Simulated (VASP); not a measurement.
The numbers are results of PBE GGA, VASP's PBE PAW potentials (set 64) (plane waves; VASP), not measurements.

Input for VASP

**KPOINTS**
```
K-points
0
G
 11 11 3
```

**POSCAR**
```
Tl
3.4770620
  1.0000000000   0.0000000000   0.0000000000
 -0.5000000000   0.8660253973   0.0000000000
  0.0000000000   0.0000000000   3.2108170634
Tl
4
Direct
  0.0000000000   0.0000000000   0.0000000000
  0.0000000000   0.0000000000   0.5000000000
  0.3333330000   0.6666670000   0.2500000000
  0.6666670000   0.3333330000   0.7500000000
```

File KPOINTS_OPT:
```
k-points along high-symmetry lines
6
Line-mode
Reciprocal
  0.000000   0.000000   0.000000 ! GAMMA
  0.500000   0.000000   0.000000 ! M

  0.500000   0.000000   0.000000 ! M
  0.333333   0.333333   0.000000 ! K

  0.333333   0.333333   0.000000 ! K
  0.000000   0.000000   0.000000 ! GAMMA

  0.000000   0.000000   0.000000 ! GAMMA
  0.000000   0.000000   0.500000 ! A

  0.000000   0.000000   0.500000 ! A
  0.500000   0.000000   0.500000 ! L

  0.500000   0.000000   0.500000 ! L
  0.333333   0.333333   0.500000 ! H

  0.333333   0.333333   0.500000 ! H
  0.000000   0.000000   0.500000 ! A

  0.500000   0.000000   0.500000 ! L
  0.500000   0.000000   0.000000 ! M

  0.333333   0.333333   0.500000 ! H
  0.333333   0.333333   0.000000 ! K
```

INCAR:
```
# general
SYSTEM   =  Tl
PREC     =  Accurate
ENCUT    =  300   # plane-wave cut-off (eV)
LREAL    =  F
LASPH    =  T   # aspherical one-centre terms

# electronic loop
EDIFF    =  1E-6
NELM     =  100
ALGO     =  Normal   # blocked Davidson
LMAXMIX  =  4   # l cut-off of mixed one-centre charges

# smearing
ISMEAR   =  -1
SIGMA    =  0.1

# functional
GGA      =  PE   # PBE

# ions
ISIF     =  2   # forces and stress, cell fixed

# output
LWAVE    =  F
LCHARG   =  F
```

POTCAR, in this order: Tl_d (PBE.64 set). Program: vasp_std.

Problem. What will the output report for the number of irreducible k-points (NKPTS), largest plane-wave count, number of space-group operations, FFT grid (NGX, NGY, NGZ)?

Solution. 
```yaml
number of irreducible k-points (NKPTS): 32
largest_plane_wave_count: 1405
number_of_space_group_operations: 24
FFT grid (NGX, NGY, NGZ): 20 × 20 × 64
```

The structure comes from a computed database's Tl entry; how it stands against other phases isn't given here. The cell was not relaxed at this level.
